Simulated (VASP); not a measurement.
Output of a VASP run:

File OSZICAR:
```
...
DAV:   6    -0.166644877564E+03   -0.35420E-04   -0.25789E-05  1184   0.330E-02    0.503E-03
DAV:   7    -0.166644875135E+03    0.24294E-05   -0.56067E-06  1016   0.130E-02    0.238E-03
DAV:   8    -0.166644873019E+03    0.21157E-05   -0.19790E-06   712   0.113E-02    0.125E-03
DAV:   9    -0.166644875250E+03   -0.22314E-05   -0.16279E-06   664   0.104E-02    0.860E-04
DAV:  10    -0.166644876177E+03   -0.92686E-06   -0.47891E-07   608   0.471E-03
   4 F= -.16664488E+03 E0= -.16664488E+03  d E =-.505487E-02
       N       E                     dE             d eps       ncg     rms          rms(c)
DAV:   1    -0.166647243211E+03   -0.23680E-02   -0.12926E+00   968   0.537E+00    0.847E-01
DAV:   2    -0.166647686800E+03   -0.44359E-03   -0.65716E-02  1096   0.174E+00    0.206E-01
DAV:   3    -0.166648366740E+03   -0.67994E-03   -0.40288E-03  1056   0.380E-01    0.141E-01
DAV:   4    -0.166647601753E+03    0.76499E-03   -0.13733E-03  1040   0.267E-01    0.437E-02
DAV:   5    -0.166648546371E+03   -0.94462E-03   -0.12618E-03  1016   0.223E-01    0.207E-02
DAV:   6    -0.166648728916E+03   -0.18255E-03   -0.12636E-04  1168   0.735E-02    0.111E-02
DAV:   7    -0.166648722795E+03    0.61211E-05   -0.27332E-05  1064   0.287E-02    0.526E-03
DAV:   8    -0.166648713882E+03    0.89124E-05   -0.10473E-05  1048   0.257E-02    0.277E-03
DAV:   9    -0.166648726435E+03   -0.12553E-04   -0.75076E-06  1008   0.242E-02    0.192E-03
DAV:  10    -0.166648729272E+03   -0.28366E-05   -0.22105E-06   920   0.113E-02    0.882E-04
DAV:  11    -0.166648729936E+03   -0.66475E-06   -0.28581E-07   600   0.345E-03
   5 F= -.16664873E+03 E0= -.16664873E+03  d E =-.890862E-02
       N       E                     dE             d eps       ncg     rms          rms(c)
DAV:   1    -0.166648790375E+03   -0.61104E-04   -0.18369E-02   960   0.640E-01    0.100E-01
DAV:   2    -0.166648785015E+03    0.53603E-05   -0.93675E-04  1096   0.208E-01    0.246E-02
DAV:   3    -0.166648795458E+03   -0.10443E-04   -0.57722E-05  1040   0.457E-02    0.166E-02
DAV:   4    -0.166648786901E+03    0.85573E-05   -0.19457E-05  1024   0.317E-02    0.525E-03
DAV:   5    -0.166648801154E+03   -0.14253E-04   -0.17972E-05   992   0.267E-02    0.251E-03
DAV:   6    -0.166648804329E+03   -0.31753E-05   -0.17146E-06   712   0.887E-03    0.136E-03
DAV:   7    -0.166648804938E+03   -0.60879E-06   -0.56940E-07   552   0.422E-03
   6 F= -.16664880E+03 E0= -.16664880E+03  d E =-.898363E-02
       N       E                     dE             d eps       ncg     rms          rms(c)
DAV:   1    -0.166650509816E+03   -0.17055E-02   -0.96316E-02   968   0.189E+00    0.291E-01
DAV:   2    -0.166649201581E+03    0.13082E-02   -0.40417E-03  1112   0.508E-01    0.123E-01
DAV:   3    -0.166649214101E+03   -0.12521E-04   -0.49914E-04  1040   0.144E-01    0.793E-02
DAV:   4    -0.166648964522E+03    0.24958E-03   -0.29929E-04  1040   0.131E-01    0.142E-02
DAV:   5    -0.166649135663E+03   -0.17114E-03   -0.28783E-04  1000   0.120E-01    0.969E-03
DAV:   6    -0.166649196919E+03   -0.61256E-04   -0.48474E-05  1040   0.512E-02    0.484E-03
DAV:   7    -0.166649200639E+03   -0.37193E-05   -0.54526E-06  1016   0.174E-02    0.236E-03
DAV:   8    -0.166649198764E+03    0.18741E-05   -0.32747E-06   912   0.130E-02    0.117E-03
DAV:   9    -0.166649201204E+03   -0.24398E-05   -0.95848E-07   664   0.760E-03    0.396E-04
DAV:  10    -0.166649201213E+03   -0.88567E-08   -0.10734E-07   576   0.187E-03
   7 F= -.16664920E+03 E0= -.16664920E+03  d E =-.396275E-03
```

### OUTCAR
```
------------------------ aborting loop because EDIFF is reached ----------------------------------------
  FORCE on cell =-STRESS in cart. coord.  units (eV):
  Direction    XX          YY          ZZ          XY          YZ          ZX
  --------------------------------------------------------------------------------------
  Total       -0.0738698     -0.0738698      0.1170753      0.0000000      0.0000000      0.0000000
  in kB       -0.5619569     -0.5619569      0.8906392      0.0000000      0.0000000      0.0000000
  external PRESSURE =      -0.0777582 kB  Pullay stress =       0.0000000 kB
  volume of cell :      210.61
      direct lattice vectors                 reciprocal lattice vectors
     4.635152348  0.000000000  0.000000000     0.215742639  0.000000000  0.000000000
     0.000000000  4.635152348  0.000000000     0.000000000  0.215742639  0.000000000
     0.000000000  0.000000000  9.802710855    -0.000000000  0.000000000  0.102012598
 POSITION                                       TOTAL-FORCE (eV/Angst)
 -----------------------------------------------------------------------------------
      0.00000      2.31758      6.27936         0.000000      0.000000     -0.006218
      2.31758      0.00000      3.52335         0.000000      0.000000      0.006218
      2.31758      2.31758      0.00000        -0.000000      0.000000      0.000000
      0.00000      4.63515      9.80271         0.000000     -0.000000      0.000000
      0.00000      2.31758      1.81413        -0.000000     -0.000000     -0.000497
      2.31758      0.00000      7.98858         0.000000      0.000000      0.000497
      2.31758      2.31758      4.90136         0.000000     -0.000000      0.000000
      0.00000      0.00000      4.90136         0.000000      0.000000      0.000000
 -----------------------------------------------------------------------------------
    total drift:                                0.000000      0.000000      0.000000
  FREE ENERGIE OF THE ION-ELECTRON SYSTEM (eV)
  ---------------------------------------------------
  free  energy   TOTEN  =      -166.6492012131 eV

  energy  without entropy=     -166.6492012131  energy(sigma->0) =     -166.64920121

 reached required accuracy - stopping structural energy minimisation
```
(Selected blocks of OUTCAR.)

### POSCAR
```
BaCdSbF
1
    4.5663858096     0.0000000000     0.0000000000
    0.0000000000     4.5663858096     0.0000000000
   -0.0000000000     0.0000000000     9.6881647988
Ba Cd Sb F
2 2 2 2
Direct
  0.0000000000   0.5000000000   0.6430280452
  0.5000000000   0.0000000000   0.3569719548
  0.5000000000   0.5000000000   0.0000000000
  1.0000000000   0.0000000000   0.0000000000
  0.0000000000   0.5000000000   0.1882466158
  0.5000000000   0.0000000000   0.8117533842
  0.5000000000   0.5000000000   0.5000000000
  1.0000000000   0.0000000000   0.5000000000
```

Question: Write an INCAR and KPOINTS that could have produced this output.

Answer: This is not unique; one that fits is the input of the run itself, r2SCAN meta-GGA, plane waves, VASP's PBE PAW potentials (set 64).

**KPOINTS**
```
K-points
0
gamma
  5 5 2
```

### INCAR
```
SYSTEM = BaCdSbF
PREC = Accurate; ENCUT = 520; LREAL = .FALSE.
LASPH = .TRUE.
EDIFF = 1E-6; NELM = 100; ALGO = Normal
LMAXMIX = 4; LMIXTAU = .TRUE.
ISMEAR = 0; SIGMA = 0.05
METAGGA = R2SCAN
IBRION = 2; NSW = 60; ISIF = 3
EDIFFG = -0.02
LWAVE = .FALSE.; LCHARG = .FALSE.
```

POTCAR, in this order: Ba_sv Cd Sb F (PBE.64 set). Program: vasp_std.

Energy and stress use the plane-wave basis of the starting cell.

The structure comes from a computed database's BaCdSbF entry (P4/nmm); how it stands against other phases isn't given here. This run relaxes it. Symmetry was kept, so distortions that lower it aren't found. The start is the result of an earlier pass.
